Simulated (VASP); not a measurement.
The input files of a VASP run:

### INCAR
```
SYSTEM = NaCl
PREC = Accurate
ENCUT = 400
EDIFF = 1E-6
NELM = 100
ALGO = Normal
LREAL = .FALSE.
LASPH = .TRUE.
ISMEAR = 0
SIGMA = 0.05
GGA = PE
LWAVE = .FALSE.
LCHARG = .FALSE.
ISIF = 2
```

File KPOINTS:
```
Automatic mesh
0
Gamma
6 6 6
0 0 0
```

POSCAR:
```
NaCl
1
    2.8200000000     0.0000000000     2.8200000000
    0.0000000000     2.8200000000     2.8200000000
    2.8200000000     2.8200000000     0.0000000000
Na Cl
1 1
Direct
  0.0000000000   0.0000000000   0.0000000000
  0.5000000000   0.5000000000   0.5000000000
```

POTCAR, in this order: Na_pv Cl (PBE.64 set). Program: vasp_std.

The run wrote:

File standard output:
```
 -----------------------------------------------------------------------------
|                                                                             |
|     EEEEEEE  RRRRRR   RRRRRR   OOOOOOO  RRRRRR      ###     ###     ###     |
|     E        R     R  R     R  O     O  R     R     ###     ###     ###     |
|     E        R     R  R     R  O     O  R     R     ###     ###     ###     |
|     EEEEE    RRRRRR   RRRRRR   O     O  RRRRRR       #       #       #      |
|     E        R   R    R   R    O     O  R   R                               |
|     E        R    R   R    R   O     O  R    R      ###     ###     ###     |
|     EEEEEEE  R     R  R     R  OOOOOOO  R     R     ###     ###     ###     |
|                                                                             |
|     ERROR: the triple product of the basis vectors is negative exchange     |
|     two basis vectors                                                       |
|                                                                             |
|       ---->  I REFUSE TO CONTINUE WITH THIS SICK JOB ... BYE!!! <----       |
|                                                                             |
 -----------------------------------------------------------------------------
```

Q: Read the log: what went wrong, and how is it fixed?

A: The cause: the lattice vectors form a left-handed set. VASP stops with an error: ERROR: the triple product of the basis vectors is negative exchange two basis vectors ----> I REFUSE TO CONTINUE WITH THIS SICK JOB ... BYE!!! <---- To mend it, correct POSCAR.
POSCAR:
```
NaCl
1
    0.0000000000     2.8200000000     2.8200000000
    2.8200000000     0.0000000000     2.8200000000
    2.8200000000     2.8200000000     0.0000000000
Na Cl
1 1
Direct
  0.0000000000   0.0000000000   0.0000000000
  0.5000000000   0.5000000000   0.5000000000
```
The mended run (PBE GGA, plane waves, VASP's PBE PAW potentials (set 64)) converges, and its OSZICAR ends with
```
   1 F= -.67746105E+01 E0= -.67746105E+01  d E =-.131690E-13
```

The compound is NaCl in the rock salt structure. The cell was not relaxed at this level.
